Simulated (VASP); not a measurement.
Method: PBEsol GGA, VASP's PBE PAW potentials (set 64) (plane waves; VASP).

A VASP calculation is set up with these files.

KPOINTS:
```
Regular mesh
0
gamma
  11 11 11
```

File POSCAR:
```
MoS
1
    2.9708780841     0.0000000000     0.0000000000
    0.0000000000     2.9708780841     0.0000000000
    0.0000000000     0.0000000000     2.9708780841
Mo S
1 1
Direct
  0.0000000000   0.0000000000   0.0000000000
  0.5000000000   0.5000000000   0.5000000000
```

INCAR:
```
SYSTEM = MoS
PREC = Accurate
ENCUT = 400
EDIFF = 1E-6
NELM = 100
ALGO = Normal
LREAL = .FALSE.
LASPH = .TRUE.
ISMEAR = 1
SIGMA = 0.1
GGA = PS
LMAXMIX = 4
LWAVE = .FALSE.
LCHARG = .FALSE.
IBRION = 2
ISIF = 3
NSW = 60
EDIFFG = -0.01
```

POTCAR, in this order: Mo_sv S (PBE.64 set). Program: vasp_std.

The run wrote:

### OSZICAR
```
       N       E                     dE             d eps       ncg     rms          rms(c)
DAV:   1     0.112974069310E+03    0.11297E+03   -0.96819E+03  1576   0.117E+03
DAV:   2    -0.146523908857E+02   -0.12763E+03   -0.12528E+03  1910   0.326E+02
DAV:   3    -0.174747472746E+02   -0.28224E+01   -0.27976E+01  1910   0.465E+01
DAV:   4    -0.174915133217E+02   -0.16766E-01   -0.16763E-01  1826   0.388E+00
DAV:   5    -0.174916640007E+02   -0.15068E-03   -0.15067E-03  1910   0.339E-01    0.218E+01
DAV:   6    -0.168543997878E+02    0.63726E+00   -0.27826E+00  1796   0.148E+01    0.892E+00
DAV:   7    -0.168158281584E+02    0.38572E-01   -0.11090E-01  1652   0.266E+00    0.444E+00
DAV:   8    -0.168068600718E+02    0.89681E-02   -0.34874E-02  1736   0.148E+00    0.327E-01
DAV:   9    -0.168066171049E+02    0.24297E-03   -0.87734E-04  1724   0.327E-01    0.162E-01
DAV:  10    -0.168066140020E+02    0.31028E-05   -0.16057E-04  2056   0.142E-01    0.386E-02
DAV:  11    -0.168066148948E+02   -0.89272E-06   -0.45460E-06  1766   0.247E-02
   1 F= -.16806615E+02 E0= -.16806945E+02  d E =-.168066E+02
       N       E                     dE             d eps       ncg     rms          rms(c)
DAV:   1    -0.168094446277E+02   -0.28306E-02   -0.75857E-02  1640   0.324E+00    0.604E-01
DAV:   2    -0.168067879809E+02    0.26566E-02   -0.97750E-03  1610   0.103E+00    0.123E-01
DAV:   3    -0.168065402899E+02    0.24769E-03   -0.45388E-04  1694   0.178E-01    0.436E-02
DAV:   4    -0.168065152892E+02    0.25001E-04   -0.17477E-04  1700   0.125E-01    0.389E-02
DAV:   5    -0.168065235614E+02   -0.82721E-05   -0.31683E-06  1724   0.165E-02    0.888E-03
DAV:   6    -0.168065249526E+02   -0.13912E-05   -0.13040E-06  1194   0.947E-03    0.122E-03
DAV:   7    -0.168065249203E+02    0.32284E-07   -0.93334E-08   790   0.282E-03
   2 F= -.16806525E+02 E0= -.16806852E+02  d E =0.899744E-04
       N       E                     dE             d eps       ncg     rms          rms(c)
DAV:   1    -0.168079231494E+02   -0.13982E-02   -0.33058E-02  1640   0.214E+00    0.393E-01
DAV:   2    -0.168067729933E+02    0.11502E-02   -0.43089E-03  1610   0.681E-01    0.819E-02
DAV:   3    -0.168066632378E+02    0.10976E-03   -0.19995E-04  1688   0.117E-01    0.288E-02
DAV:   4    -0.168066493792E+02    0.13859E-04   -0.77589E-05  1694   0.831E-02    0.248E-02
DAV:   5    -0.168066491462E+02    0.23299E-06   -0.13881E-06  1406   0.110E-02
   3 F= -.16806649E+02 E0= -.16806978E+02  d E =-.342515E-04
```

### OUTCAR
```
------------------------ aborting loop because EDIFF is reached ----------------------------------------
  FORCE on cell =-STRESS in cart. coord.  units (eV):
  Direction    XX          YY          ZZ          XY          YZ          ZX
  --------------------------------------------------------------------------------------
  Total        0.0070233      0.0070233      0.0070233      0.0000000     -0.0000000      0.0000000
  in kB        0.4296845      0.4296845      0.4296845      0.0000000     -0.0000000      0.0000000
  external PRESSURE =       0.4296845 kB  Pullay stress =       0.0000000 kB
  volume of cell :       26.19
      direct lattice vectors                 reciprocal lattice vectors
     2.969613101 -0.000000000 -0.000000000     0.336744204  0.000000000 -0.000000000
    -0.000000000  2.969613101 -0.000000000     0.000000000  0.336744204 -0.000000000
     0.000000000  0.000000000  2.969613101     0.000000000  0.000000000  0.336744204
 POSITION                                       TOTAL-FORCE (eV/Angst)
 -----------------------------------------------------------------------------------
      0.00000      0.00000      0.00000        -0.000000     -0.000000      0.000000
      1.48481      1.48481      1.48481         0.000000      0.000000      0.000000
 -----------------------------------------------------------------------------------
    total drift:                               -0.000000      0.000000     -0.000000
  FREE ENERGIE OF THE ION-ELECTRON SYSTEM (eV)
  ---------------------------------------------------
  free  energy   TOTEN  =       -16.8066491462 eV

  energy  without entropy=      -16.8076358873  energy(sigma->0) =      -16.80697806

 reached required accuracy - stopping structural energy minimisation
```
(Selected blocks of OUTCAR.)

### CONTCAR
```
MoS
   1.00000000000000
     2.9696131010033846   -0.0000000000000000   -0.0000000000000000
    -0.0000000000000000    2.9696131010033846   -0.0000000000000000
     0.0000000000000000    0.0000000000000000    2.9696131010033846
  Mo              S
     1     1
Direct
     0.0000000000000000    0.0000000000000000    0.0000000000000000
     0.5000000000000000    0.5000000000000000    0.5000000000000000
```

The structure was generated: MoS was put into the CsCl type type (Pm-3m), which need not be its known phase. This run relaxes it. Symmetry was kept, so distortions that lower it aren't found. The start is the result of an earlier pass.
